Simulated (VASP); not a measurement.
```
CdS
1.0
    1.65749    -2.87076     0.00000
    1.65749     2.87076     0.00000
    0.00000     0.00000     7.05028
Cd S
2 2
Direct
  0.66667   0.33333   0.53198
  0.33333   0.66667   0.03198
  0.66667   0.33333   0.84502
  0.33333   0.66667   0.34502
```

Level of theory: PBEsol GGA, VASP's PBE PAW potentials (set 64) (plane waves; VASP 6.6.1). Numerical set-up: 500 eV cut-off, 11×11×5 Γ-centred mesh, first-order Methfessel-Paxton smearing of 0.10 eV, potentials Cd S.

Predict the energy per atom (σ→0), pressure, band gap (on the k-mesh) with the smallest direct gap where there is one.

- band gap (on the k-mesh): none (metal, semimetal or under 0.01 eV)
- energy per atom (σ→0): -2.486 eV/atom
- pressure: 451.0 kbar

The absolute energy has meaning only against runs of the same code, potentials and settings.

The compound is CdS in the wurtzite structure. It was relaxed first under an external pressure of 45 GPa.
